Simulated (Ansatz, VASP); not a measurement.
## InGaAs2: VASP beside Ansatz

Aim: how closely do two programs agree when they are given the same cell, functional and k mesh? The cell is taken from a series of runs on this material, whose earlier steps may have relaxed, scaled, displaced or heated it; both programs get it as it stands.

Main program and level: Ansatz 0.2.0; plane waves, with VASP 6.6.1 beside it; relaxation of cell and atoms at PBEsol.

## Step 1: Set-up

It takes space group P-4m2 (No. 115, tetragonal). Conventional cell: a = 4.144 Å, b = 4.144 Å, c = 5.905 Å, α = 90.00°, β = 90.00°, γ = 90.00°. Nearest to In lie 4 As at 2.61 Å. Ga has 4 As at 2.48 Å nearest. Nearest to As lie 2 Ga at 2.48 Å and 2 In at 2.61 Å. Farther neighbours are not listed.

As a file:

```
In Ga As
1.0
     4.14405    0.00000    0.00000
     0.00000    4.14405    0.00000
     0.00000    0.00000    5.90454
In Ga As
1 1 2
Direct
  0.00000 0.00000 0.50000
  0.50000 0.50000 0.00000
  0.50000 0.00000 0.76972
  0.00000 0.50000 0.23028
```

## Step 2: VASP: relaxation of cell and atoms, PBEsol

The relaxed volume is the usual yardstick between codes: in a stiff, nearly cubic crystal its relative difference is about their pressure difference at one cell divided by the bulk modulus.

Lines of VASP's logs that name or quote its potential files are left out, and so is its time.

File INCAR:

```
SYSTEM = InGaAs2
PREC = Accurate
ENCUT = 500
EDIFF = 1E-07
NELM = 120
ISMEAR = 1
SIGMA = 0.15
LREAL = .FALSE.
ALGO = Normal
GGA = PS
NBANDS = 24
LORBIT = 11
LWAVE = .FALSE.
LCHARG = .FALSE.
ISIF = 3
IBRION = 2
NSW = 80
EDIFFG = -0.005
LASPH = .TRUE.
GGA_COMPAT = .FALSE.
NELMIN = 4
```

File POSCAR:

```
InGaAs2
1.0
    4.1440540000      0.0000000000      0.0000000000
    0.0000000000      4.1440540000      0.0000000000
    0.0000000000      0.0000000000      5.9045400000
In Ga As
1 1 2
Direct
    0.0000000000      0.0000000000      0.5000000000
    0.5000000000      0.5000000000      0.0000000000
    0.5000000000      0.0000000000      0.7697168619
    0.0000000000      0.5000000000      0.2302831381
```

File KPOINTS:

```
Automatic mesh
0
Gamma
12 12 6
0 0 0
```

PAW data sets: In_d, Ga_d and As (PBE family, release 64).

Command:

```sh
$ mpirun -np 1 vasp_std
```

Numbers of over 12 decimals in the logs are rounded to 6 here.

The program printed:

```text
[banner, memory and clock lines left out]
running    1 mpi-ranks, on    1 nodes
 distrk:  each k-point on    1 cores,    1 groups
 distr:  one band on    1 cores,    1 groups

 POSCAR found type information on POSCAR InGaAs
 POSCAR found :  3 types and       4 ions
|                                                                             |
|               ----> ADVICE to this user running VASP <----                  |
|                                                                             |
|     You enforced a specific xc type in the INCAR file but a different       |
|     [... a line on the potential file left out ...]
|     I HOPE YOU KNOW WHAT YOU ARE DOING!                                     |
|                                                                             |

 LDA part: xc-table for (Slater+PW92), standard interpolation
 POSCAR, INCAR and KPOINTS ok, starting setup
 FFT: planning ... GRIDC
 FFT: planning ... GRID_SOFT
 FFT: planning ... GRID
 WAVECAR not read
 entering main loop
       N       E                     dE             d eps       ncg     rms          rms(c)
DAV:   1     0.265563289179E+03    0.26556E+03   -0.16729E+04  5384   0.183E+03
DAV:   2     0.105124282912E+02   -0.25505E+03   -0.24857E+03  5696   0.424E+02
DAV:   3    -0.171133954850E+02   -0.27626E+02   -0.27343E+02  6848   0.134E+02
DAV:   4    -0.179677395796E+02   -0.85434E+00   -0.85377E+00  6144   0.261E+01
DAV:   5    -0.179951489803E+02   -0.27409E-01   -0.27403E-01  7664   0.435E+00    0.550E+00
DAV:   6    -0.175637683208E+02    0.43138E+00   -0.79823E-01  7512   0.137E+01    0.300E+00
DAV:   7    -0.175070445561E+02    0.56724E-01   -0.33387E-01  8480   0.422E+00    0.807E-01
DAV:   8    -0.175032706766E+02    0.37739E-02   -0.41918E-02  6560   0.258E+00    0.363E-01
DAV:   9    -0.175033784761E+02   -0.10780E-03   -0.44415E-03  7536   0.106E+00    0.152E-01
DAV:  10    -0.175034845231E+02   -0.10605E-03   -0.47780E-04  6424   0.185E-01    0.789E-02
DAV:  11    -0.175035252116E+02   -0.40689E-04   -0.16484E-04  6736   0.156E-01    0.421E-02
DAV:  12    -0.175035235122E+02    0.16994E-05   -0.28241E-05  5920   0.521E-02    0.110E-02
DAV:  13    -0.175035240069E+02   -0.49472E-06   -0.49545E-06  7784   0.124E-02    0.401E-03
DAV:  14    -0.175035238452E+02    0.16172E-06   -0.94507E-07  5448   0.655E-03    0.221E-03
DAV:  15    -0.175035237667E+02    0.78534E-07   -0.93613E-08  4416   0.271E-03
   1 F= -.17503524E+02 E0= -.17503604E+02  d E =-.175035E+02
 curvature:   0.00 expect dE= 0.000E+00 dE for cont linesearch  0.000E+00
 trial: gam= 0.00000 g(F)=  0.853E-07 g(S)=  0.131E-03 ort = 0.000E+00 (trialstep = 0.100E+01)
 search vector abs. value=  0.131E-03
 bond charge predicted
       N       E                     dE             d eps       ncg     rms          rms(c)
DAV:   1    -0.175049817236E+02   -0.14579E-02   -0.29194E-02  7040   0.273E+00    0.228E-01
DAV:   2    -0.175038381258E+02    0.11436E-02   -0.28043E-03  7016   0.963E-01    0.960E-02
DAV:   3    -0.175035836494E+02    0.25448E-03   -0.59295E-04  7136   0.395E-01    0.352E-02
DAV:   4    -0.175035727816E+02    0.10868E-04   -0.51721E-05  5936   0.736E-02    0.250E-02
DAV:   5    -0.175035627305E+02    0.10051E-04   -0.42813E-06  6888   0.225E-02    0.924E-03
DAV:   6    -0.175035614850E+02    0.12455E-05   -0.96647E-07  6600   0.120E-02    0.309E-03
DAV:   7    -0.175035614543E+02    0.30675E-07   -0.33200E-08  3584   0.239E-03
   2 F= -.17503561E+02 E0= -.17503642E+02  d E =-.376877E-04
 trial-energy change:   -0.000038  1 .order   -0.000036   -0.000131    0.000060
 step:   0.7006(harm=  0.6869)  dis= 0.00003  next Energy=   -17.503570 (dE=-0.466E-04)
 bond charge predicted
       N       E                     dE             d eps       ncg     rms          rms(c)
DAV:   1    -0.175036952028E+02   -0.13372E-03   -0.26039E-03  7024   0.813E-01    0.683E-02
DAV:   2    -0.175035916303E+02    0.10357E-03   -0.25269E-04  7032   0.291E-01    0.287E-02
DAV:   3    -0.175035697290E+02    0.21901E-04   -0.52730E-05  7144   0.118E-01    0.106E-02
DAV:   4    -0.175035693204E+02    0.40856E-06   -0.46151E-06  5864   0.219E-02    0.757E-03
DAV:   5    -0.175035691708E+02    0.14966E-06   -0.36850E-07  5608   0.675E-03    0.276E-03
DAV:   6    -0.175035692985E+02   -0.12775E-06   -0.84362E-08  3120   0.396E-03    0.866E-04
DAV:   7    -0.175035693149E+02   -0.16362E-07   -0.18894E-08  3032   0.147E-03
   3 F= -.17503569E+02 E0= -.17503650E+02  d E =-.455482E-04
 curvature:  -0.34 expect dE=-0.631E-06 dE for cont linesearch -0.706E-07
 trial: gam=-0.02563 g(F)=  0.115E-06 g(S)=  0.172E-05 ort = 0.519E-05 (trialstep = 0.940E+00)
 search vector abs. value=  0.166E-05
 reached required accuracy - stopping structural energy minimisation
```

From OUTCAR (step 2):

```text
ion  position               nearest neighbor table
   1  0.000  0.000  0.500-   3 2.61   4 2.61   4 2.61   3 2.61
   2  0.500  0.500  0.000-   3 2.48   4 2.48   3 2.48   4 2.48
   3  0.500  0.000  0.770-   2 2.48   2 2.48   1 2.61   1 2.61
   4  0.000  0.500  0.230-   2 2.48   2 2.48   1 2.61   1 2.61

  LATTYP: Found a simple tetragonal cell.
 ALAT       =     4.1440540000
 C/A-ratio  =     1.4248221669

 Subroutine GETGRP returns: Found  8 space group operations
 (whereof  8 operations were pure point group operations)

The static configuration has the point symmetry D_2d.

 Found    112 irreducible k-points:

   k-points           NKPTS =    112   k-points in BZ     NKDIM =    112   number of bands    NBANDS=     24

   dimension x,y,z NGX =    30 NGY =   30 NGZ =   48
   dimension x,y,z NGXF=    60 NGYF=   60 NGZF=   96

   ENCUT  =  500.0 eV  36.75 Ry    6.06 a.u.   7.56  7.56 10.77*2*pi/ulx,y,z

   NELECT =      36.0000    total number of electrons

 k-points in reciprocal lattice and weights: Automatic mesh
   0.00000000  0.00000000  0.00000000       0.001
   0.08333333  0.00000000  0.00000000       0.005
   0.16666667  0.00000000  0.00000000       0.005
   0.25000000  0.00000000  0.00000000       0.005
   0.33333333  0.00000000  0.00000000       0.005
   0.41666667  0.00000000  0.00000000       0.005
   0.50000000  0.00000000  0.00000000       0.002
   0.08333333  0.08333333  0.00000000       0.005
   0.16666667  0.08333333  0.00000000       0.009
[...]
0.50000000  0.41666667  0.50000000       0.005
   0.50000000  0.50000000  0.50000000       0.001

 average (electrostatic) potential at core
       1 -96.7499       2 -66.0472       3 -49.9234       4 -49.9234

 E-fermi :   4.0914

 k-point     1 :       0.0000    0.0000    0.0000
  band No.  band energies     occupation
    ...
     15       1.5108      2.00000
     16       3.8802      2.06297
     17       3.8857      2.06555
     18       4.0647      1.29535
     19       4.0647      1.29535
     20       5.5317     -0.00000
     21       5.8406     -0.00000
     22       7.8148      0.00000
     23       7.8148      0.00000
     24       7.8401      0.00000

 k-point     2 :       0.0833    0.0000    0.0000
  band No.  band energies     occupation
    ...
     14       1.2576      2.00000
     15       1.5551      2.00000
     16       3.0145      2.00000
     17       3.7731      2.01058
     18       4.0400      1.54370
     19       4.7850     -0.00000
     20       5.6528     -0.00000
     21       6.1459     -0.00000
     22       7.7779      0.00000
     23       7.8635      0.00000
    ...

 k-point     3 :       0.1667    0.0000    0.0000
  band No.  band energies     occupation
    ...
     14       0.7720      2.00000
     15       1.6850      2.00000
     16       2.0163      2.00000
     17       3.3922      2.00000
     18       3.9609      2.01155
     19       5.2957     -0.00000
     20       5.9262     -0.00000
     21       7.0514     -0.00000
     22       7.7985      0.00000
     23       8.0086      0.00000
    ...

  Total       -0.0034029     -0.0034029      0.0109478      0.0000000      0.0000000      0.0000000
  in kB       -0.0536868     -0.0536868      0.1727212      0.0000000      0.0000000      0.0000000
  external PRESSURE =       0.0217825 kB  Pullay stress =       0.0000000 kB

  energy-cutoff  :      500.00
  volume of cell :      101.55
      direct lattice vectors                 reciprocal lattice vectors
     4.145897586  0.000000000  0.000000000     0.241202292  0.000000000 -0.000000000
     0.000000000  4.145897586  0.000000000     0.000000000  0.241202292  0.000000000
     0.000000000  0.000000000  5.908172751    -0.000000000  0.000000000  0.169257068

 POSITION                                       TOTAL-FORCE (eV/Angst)
 -----------------------------------------------------------------------------------
      0.00000      0.00000      2.95409        -0.000000     -0.000000      0.000000
      2.07295      2.07295      0.00000        -0.000000      0.000000      0.000000
      2.07295      0.00000      4.54765        -0.000000     -0.000000     -0.001090
      4.14590      2.07295      1.36052         0.000000     -0.000000      0.001090
 -----------------------------------------------------------------------------------
    total drift:                                0.000000      0.000000      0.000000

  FREE ENERGIE OF THE ION-ELECTRON SYSTEM (eV)
  ---------------------------------------------------
  free  energy   TOTEN  =       -17.5035693149 eV

  energy  without entropy=      -17.5038117814  energy(sigma->0) =      -17.50365014

 reached required accuracy - stopping structural energy minimisation

 total charge
# of ion       s       p       d       tot
------------------------------------------
    1        0.851   0.755   9.887  11.493
    2        0.885   0.750   9.990  11.625
    3        1.220   1.562   0.026   2.808
    4        1.220   1.562   0.026   2.808
--------------------------------------------------
tot          4.177   4.629  19.928  28.735

[... 3 further parts left out ...]
```

(Part 1 of 2 ends here.)

[Lines on the potential files, build, host, timing and source positions are cut from VASP's logs without a mark.]

[Logs are printed without paths, hosts, clocks, repeated set-up lines and the standing remarks that a program may print on its own settings, such as how far it seeks lower states.]

[Hosts, paths, dates, database ids (printed as entryN), source tags and the programs' standing remarks are cut or masked in the printed files.]
